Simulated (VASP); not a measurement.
Output of a VASP run:

### OSZICAR
```
       N       E                     dE             d eps       ncg     rms          rms(c)
DAV:   1     0.871875993843E+02    0.87188E+02   -0.58895E+03   672   0.104E+03
DAV:   2     0.387931946277E+01   -0.83308E+02   -0.76429E+02   988   0.153E+02
DAV:   3    -0.270099570839E+01   -0.65803E+01   -0.65466E+01   832   0.510E+01
DAV:   4    -0.282946978784E+01   -0.12847E+00   -0.12844E+00   920   0.880E+00
DAV:   5    -0.283144294400E+01   -0.19732E-02   -0.19730E-02   824   0.110E+00    0.386E+00
DAV:   6    -0.271539930276E+01    0.11604E+00   -0.15598E-01   760   0.219E+00    0.266E+00
DAV:   7    -0.270298080665E+01    0.12418E-01   -0.13795E-01   772   0.214E+00    0.707E-01
DAV:   8    -0.270218431514E+01    0.79649E-03   -0.74148E-03   776   0.546E-01    0.247E-01
DAV:   9    -0.270242150136E+01   -0.23719E-03   -0.11714E-03   824   0.256E-01    0.922E-02
DAV:  10    -0.270241283705E+01    0.86643E-05   -0.26239E-05   824   0.459E-02    0.523E-02
DAV:  11    -0.270241906315E+01   -0.62261E-05   -0.26237E-05   784   0.347E-02    0.262E-02
DAV:  12    -0.270241951586E+01   -0.45271E-06   -0.23290E-06   848   0.969E-03    0.119E-02
DAV:  13    -0.270241951410E+01    0.17591E-08   -0.36757E-08   564   0.169E-03
   1 F= -.27024195E+01 E0= -.27024195E+01  d E =0.000000E+00
```

### OUTCAR
```
------------------------ aborting loop because EDIFF is reached ----------------------------------------
  FORCE on cell =-STRESS in cart. coord.  units (eV):
  Direction    XX          YY          ZZ          XY          YZ          ZX
  --------------------------------------------------------------------------------------
  Total       -0.0322241     -0.0322241     -0.0618981      0.0000000     -0.0000000      0.0000000
  in kB       -0.5011024     -0.5011022     -0.9625484      0.0000000     -0.0000000      0.0000000
  external PRESSURE =      -0.6549176 kB  Pullay stress =       0.0000000 kB
  volume of cell :      103.03
      direct lattice vectors                 reciprocal lattice vectors
     2.073136573 -3.590777451  0.000000000     0.241180444 -0.139245611  0.000000000
     2.073136573  3.590777451  0.000000000     0.241180444  0.139245611  0.000000000
     0.000000000  0.000000000  6.920202217     0.000000000  0.000000000  0.144504448
 POSITION                                       TOTAL-FORCE (eV/Angst)
 -----------------------------------------------------------------------------------
      0.00000      0.00000      0.00000         0.000000      0.000000      0.000000
      2.07314      1.19693      1.67819        -0.000000      0.000000      0.020989
      2.07314     -1.19693      5.24201         0.000000     -0.000000     -0.020989
 -----------------------------------------------------------------------------------
    total drift:                                0.000000     -0.000000      0.000000
  FREE ENERGIE OF THE ION-ELECTRON SYSTEM (eV)
  ---------------------------------------------------
  free  energy   TOTEN  =        -2.7024195141 eV

  energy  without entropy=       -2.7024195141  energy(sigma->0) =       -2.70241951

 total charge

# of ion       s       p       d       tot
------------------------------------------
    1        0.133   0.109   0.027   0.270
    2        1.506   2.816   0.013   4.335
    3        1.506   2.816   0.013   4.335
--------------------------------------------------
tot          3.145   5.740   0.053   8.939

 Electric field gradients after diagonalization (V/A^2)
 (convention: |V_zz| > |V_xx| > |V_yy|)
----------------------------------------------------------------------
 ion       V_xx      V_yy      V_zz     asymmetry (V_yy - V_xx)/ V_zz
----------------------------------------------------------------------
   1      -0.052    -0.052     0.104       0.001
   2      18.570    18.568   -37.138       0.000
   3      18.570    18.568   -37.138       0.000
```
(Selected blocks of OUTCAR.)

**POSCAR**
```
MgI2
1
    2.0731365730    -3.5907774509    -0.0000000000
    2.0731365730     3.5907774509     0.0000000000
   -0.0000000000     0.0000000000     6.9202022166
Mg I
1 2
Direct
  0.0000000000   1.0000000000   0.0000000000
  0.3333330000   0.6666670000   0.2425061131
  0.6666670000   0.3333330000   0.7574938869
```

Q: Write an INCAR and KPOINTS that could have produced this output.

A: One answer among several that fit: the input of the run itself, vdW-DF-cx, plane waves, VASP's PBE PAW potentials (set 64).

**KPOINTS**
```
Automatic mesh
0
Gamma
7 7 4
0 0 0
```

INCAR:
```
# general
SYSTEM  =MgI2
PREC    =Accurate
ENCUT   =520
LREAL   =.False.
LASPH   =.True.

# electronic loop
EDIFF   =1E-7   # SCF stop (eV)
NELM    =100   # most electronic steps
ALGO    =Normal   # blocked Davidson
LMAXMIX =4   # l cut-off of mixed one-centre charges

# smearing
ISMEAR  =-5

# functional
GGA     =CX
LUSE_VDW=.True.
AGGAC   =0.0

# ions
ISIF    =2

# output
LWAVE   =.False.
LCHARG  =.True.
LORBIT  =11   # lm-projected
NEDOS   =601   # DOS grid

# other
LEFG    =.True.
```

POTCAR, in this order: Mg I (PBE.64 set). Program: vasp_std.

The compound is MgI2 in the 1T layered structure. It was relaxed first.
